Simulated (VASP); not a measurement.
Crystal: NaF.

```
CELL_PARAMETERS angstrom
0.00000 2.32000 2.32000
2.32000 0.00000 2.32000
2.32000 2.32000 0.00000
ATOMIC_POSITIONS crystal
Na 0.00000 0.00000 0.00000
F 0.50000 0.50000 0.50000
```

* Program: VASP 6.6.1
* Task: relaxation of cell and atoms
* Functional: PBEsol
* Potentials or basis: VASP PAW PBE potentials, release 64 (Na, F)
* Cutoff: 580 eV
* k mesh: 8 × 8 × 8
* Occupations: gaussian, width 0.02 eV
* Spin: no spin polarisation

At the start: pressure -2.8 GPa; volume 12.49 Å³/atom.

Task: How do energy, volume and symmetry change on relaxing?

Result: Over 5 steps the energy falls by 6.9 meV/atom and the volume is 11.75 Å³/atom (-5.9 %); space group Fm-3m (No. 225, to 0.05 Å).

The path:
| step | energy change (eV) | largest force (eV/Å) | pressure (GPa) | volume (Å³) |
| --- | --- | --- | --- | --- |
| 1 | 0.0000 | 0.0000 | -2.78 | 24.97 |
| 2 | -0.0104 | 0.0000 | -1.53 | 24.20 |
| 3 | -0.0134 | 0.0000 | 0.40 | 23.27 |
| 4 | -0.0138 | 0.0000 | 0.09 | 23.45 |
| 5 | -0.0138 | 0.0000 | -0.07 | 23.51 |

Final structure:
```yaml
crystal:
  lattice:
    - [0.00000, 2.27366, 2.27366]
    - [2.27366, 0.00000, 2.27366]
    - [2.27366, 2.27366, 0.00000]
  atoms:
    - { symbol: Na, position: [0.00000, 0.00000, 0.00000] }
    - { symbol: F, position: [0.50000, 0.50000, 0.50000] }
```

Caveat: the PAW data sets were made with another functional, which shifts forces and pressure a little.
